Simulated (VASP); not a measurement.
VASP input:

**INCAR**
```
ALGO = Normal
AMIX = 0.1
BMIX = 1.0
EDIFF = 1E-6
ENCUT = 400
GGA = PE
IMIX = 4
ISIF = 2
ISMEAR = 0
LASPH = .TRUE.
LCHARG = .FALSE.
LMAXMIX = 6
LREAL = .FALSE.
LWAVE = .FALSE.
NELM = 100
PREC = Accurate
SIGMA = 0.05
SYSTEM = PW
```

File KPOINTS:
```
Regular mesh
0
gamma
  6 6 5
0 0 0
```

File POSCAR:
```
PW
5.4166360
  0.3539298192  -0.9352720028   0.0000000000
  0.3539298192   0.9352720028   0.0000000000
  0.0000000000   0.0000000000   0.6974965643
P W
2 2
Cartesian
  0.3539298192  -0.1197148164   0.1743741411
  0.3539298192   0.1197148164   0.5231224232
  0.3539298192  -0.6635754860   0.1743741411
  0.3539298192   0.6635754860   0.5231224232
```

POTCAR, in this order: P W_sv (PBE.64 set). Program: vasp_std.

**Question.** Write an equivalent input for Quantum ESPRESSO's pw.x.

**Answer.** One equivalent input (not run):
```
&CONTROL
  calculation = 'scf'
  pseudo_dir = './pseudo'
  outdir = './out'
  tprnfor = .true.
  tstress = .true.
/
&SYSTEM
  ibrav = 0
  nat = 4
  ntyp = 2
  ecutwfc = 74
  occupations = 'smearing'
  smearing = 'gaussian'
  degauss = 0.003675
  input_dft = 'pbe'
/
&ELECTRONS
  conv_thr = 7.3e-08
  electron_maxstep = 100
/
ATOMIC_SPECIES
  P 30.974 P.upf
  W 183.840 W.upf
CELL_PARAMETERS angstrom
     1.9171090   -5.0660280    0.0000000
     1.9171090    5.0660280    0.0000000
     0.0000000    0.0000000    3.7780850
ATOMIC_POSITIONS crystal
  P    0.5640000  0.4360000  0.2500000
  P    0.4360000  0.5640000  0.7500000
  W    0.8547500  0.1452500  0.2500000
  W    0.1452500  0.8547500  0.7500000
K_POINTS automatic
  6 6 5 0 0 0
```
What does not carry over: the potentials are each code's own (VASP's PAW set, PseudoDojo norm-conserving files in pw.x), so ENCUT and ecutwfc are chosen apart and not converted; conv_thr bounds pw.x's estimated SCF error, while EDIFF bounds the energy change between steps.

The structure was generated: PW was put into the CrB type (Cmcm), which need not be its known phase. The cell was not relaxed at this level. The k-mesh is coarse (spacing up to 0.33 per Å, 2π included), so the numbers may not be converged in it. The run is one of a series of settings (AMIX = 0.1, BMIX = 1.0, IMIX = 4 against the base run), some of them coarse on purpose.
